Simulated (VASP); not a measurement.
Crystal: MgO.

```
Mg O
1.0
     0.00000    2.09700    2.09700
     2.09700    0.00000    2.09700
     2.09700    2.09700    0.00000
Mg O
1 1
Direct
  0.00000 0.00000 0.00000
  0.50000 0.50000 0.50000
```

The cell is a database's computed one.

Program: VASP 6.6.1. Alike in all runs: no spin polarisation; cell as given; cutoff (eV) 520; smearing gaussian 0.02 eV. Hardware: 1 thread of Intel(R) Xeon(R) Platinum 8488C (Sapphire Rapids) (shared host).

Problem. Order these runs on this cell by their wall time, lowest first.
A. task band structure; level LDA; potentials or basis VASP PAW LDA potentials, release 64 (Mg, O); k mesh 10 × 10 × 10; further INCAR settings ALGO = Fast; EDIFF = 1e-07; mesh quality not flagged
B. task dielectric tensor; level PBE; potentials or basis VASP PAW PBE potentials, release 64 (Mg, O); k mesh 10 × 10 × 10; further INCAR settings ALGO = Fast; EDIFF = 1e-08; mesh quality not flagged
C. task single point; level PBE; potentials or basis VASP PAW PBE potentials, release 64 (Mg, O); k mesh 3 × 3 × 3; further INCAR settings ALGO = Fast; EDIFF = 1e-07; mesh quality coarse

Solution. C (2.7 s), A (8.2 s), B (40 s).

Caveats: some runs use coarse meshes.
